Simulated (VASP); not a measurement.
A run of VASP 6.6.1 is set up as follows.

File INCAR:

```
ALGO     = Normal         # electronic algorithm
EDIFF    = 1E-7           # SCF threshold, eV
ENCUT    = 520            # plane-wave cutoff, eV
GGA      = PE             # functional
ISIF     = 2              # what is computed and relaxed
ISMEAR   = -1             # smearing method
LASPH    = True           # aspherical terms in the spheres
LCHARG   = False          # write CHGCAR
LREAL    = False          # projectors in reciprocal space
LWAVE    = False          # write WAVECAR
NBANDS   = 29             # bands
NELM     = 80             # most SCF steps
PREC     = Accurate       # precision mode
SIGMA    = 0.05           # smearing width, eV
```

Contents of KPOINTS:

```
k-points
0
Gamma
  9 9 3
```

Contents of POSCAR:

```
SnCl
1.0
    3.4975457026      0.0000000000      0.0000000000
   -1.7487728513      3.0289634293      0.0000000000
    0.0000000000      0.0000000000     10.0622090000
Sn Cl
2 2
Direct
    0.6666666667      0.3333333333      0.8205100000
    0.3333333333      0.6666666667      0.3205100000
    0.6666666667      0.3333333333      0.5544910000
    0.3333333333      0.6666666667      0.0544910000
```

Potentials or basis: VASP PAW PBE potentials, release 64 (Sn_d, Cl).

The run is started by

```bash
$ cat potpaw_PBE.64/Sn_d/POTCAR potpaw_PBE.64/Cl/POTCAR > POTCAR
$ mpirun -np 1 vasp_std > vasp.out
```

Problem. Predict the largest force.

Solution. 0.103 eV/Å.

Problem. Predict the band gap on the k mesh.

Solution. None (metal or under the smearing width).

Stress tensor (GPa, compression positive):
```
-0.19  0.00  0.00
 0.00 -0.19  0.00
 0.00  0.00 -0.42
```
